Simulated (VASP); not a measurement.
**From an Ansatz input to VASP: BaTlBr$_{3}$ (strained cubic perovskite)**

Ansatz input

```yaml
crystal:
  lattice:
    - [6.2293863489, 0.0311469317, 0.0]
    - [0.0311469317, 6.2293863489, 0.0]
    - [0.0, 0.0, 6.2293863489]
  atoms:
    - { symbol: Tl, position: [0.0, 0.0, 0.0] }
    - { symbol: Ba, position: [0.5, 0.5, 0.5] }
    - { symbol: Br, position: [0.5, 0.5, 0.0] }
    - { symbol: Br, position: [0.5, 0.0, 0.5] }
    - { symbol: Br, position: [0.0, 0.5, 0.5] }
kpoints:
  mp_grid: { grid: [4, 4, 4] }
  band_path:
    path:
      - [0.0, 0.0, 0.0]
      - [0.0, 0.5, 0.0]
      - [0.5, 0.5, 0.0]
      - [0.5, 0.5, 0.5]
      - [0.0, 0.0, 0.5]
    npoints: 1
hamiltonian:
  xc: pbe
scf:
  occupations: { method: fermi_dirac, width: 0.02 }
  n_extra_bands: 5
output:
  forces: true
  stress: true
  eigenvalues: true
```

Q: Translate this input to VASP.

A: 

INCAR

```
LCHARG = .FALSE.
LWAVE = .FALSE.
EDIFF = 1E-7
ENCUT = 520
IBRION = -1
NBANDS = 30
ISIF = 2
NSW = 0
LREAL = .FALSE.
SIGMA = 0.02
LASPH = .TRUE.
GGA = PE
ISMEAR = -1
PREC = Accurate
NELM = 120
```

KPOINTS

```
KPOINTS created by Atomic Simulation Environment
0
Gamma
4 4 4
0 0 0
```

KPOINTS_OPT

```
special points
5
Reciprocal
0.0000000000 0.0000000000 0.0000000000 1
0.0000000000 0.5000000000 0.0000000000 1
0.5000000000 0.5000000000 0.0000000000 1
0.5000000000 0.5000000000 0.5000000000 1
0.0000000000 0.0000000000 0.5000000000 1
```

POSCAR

```
Tl Ba Br
 1.0000000000000000
     6.2293863489000003    0.0311469317000000    0.0000000000000000
     0.0311469317000000    6.2293863489000003    0.0000000000000000
     0.0000000000000000    0.0000000000000000    6.2293863489000003
 Tl  Ba  Br
   1   1   3
Cartesian
  0.0000000000000000  0.0000000000000000  0.0000000000000000
  3.1302666402999999  3.1302666402999999  3.1146931744500002
  3.1302666402999999  3.1302666402999999  0.0000000000000000
  3.1146931744499997  0.0155734658500000  3.1146931744500002
  0.0155734658500000  3.1146931744499997  3.1146931744500002
```

VASP ran with the recommended PBE PAW datasets (44 valence electrons in the cell). Other inputs would serve too.

```
                            Ansatz     VASP
gap between bands v and c  2.98 eV  2.98 eV
         least direct gap  3.17 eV  3.14 eV
                 pressure  0.3 GPa  0.6 GPa
```

The two codes use different PAW datasets and cutoffs. VASP's cell holds 44 valence electrons and Ansatz's 44. Ansatz's stress includes a Pulay correction; VASP's doesn't.
